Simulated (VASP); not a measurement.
Sr2TeS, 4 atoms in the cell. It takes space group R-3m (No. 166, trigonal). The conventional cell has a = 4.493 Å, b = 4.493 Å, c = 22.203 Å, α = 90.00°, β = 90.00°, γ = 120.00°. S (site symmetry -3m) is surrounded by 6 Sr at 3.09 Å. Te (site symmetry -3m) has 6 Sr at 3.29 Å as nearest neighbours. Sr (site symmetry 3m) is surrounded by 3 S at 3.09 Å and 3 Te at 3.29 Å. The cell was built by a generator and needn't be a form met in nature.

* Program: VASP 6.6.1
* Task: single point
* Functional: PBE
* Potentials or basis: VASP PAW PBE potentials, release 64 (S, Te, Sr_sv)
* Cutoff: 520 eV
* k mesh: 6 × 6 × 6
* Occupations: gaussian, width 0.01 eV
* Spin: no spin polarisation
* Dipole correction: no
* Further INCAR settings: ALGO = Normal; EDIFF = 1e-06; NBANDS = 24

Potentials or basis: VASP PAW PBE potentials, release 64 (S, Te, Sr_sv).

Launch:

```sh
$ cat potpaw_PBE.64/S/POTCAR potpaw_PBE.64/Te/POTCAR potpaw_PBE.64/Sr_sv/POTCAR > POTCAR
$ mpirun -np 1 vasp_std > vasp.out
```

Hardware: 1 thread of Intel(R) Xeon(R) Platinum 8488C (Sapphire Rapids) (shared host).

Question: Estimate the wall time of this run.

Answer: Wall time 4.3 min on 1 thread of Intel(R) Xeon(R) Platinum 8488C (Sapphire Rapids) (shared host), peak memory 0.52 GiB. Counts: scf iterations 14, k points 32.
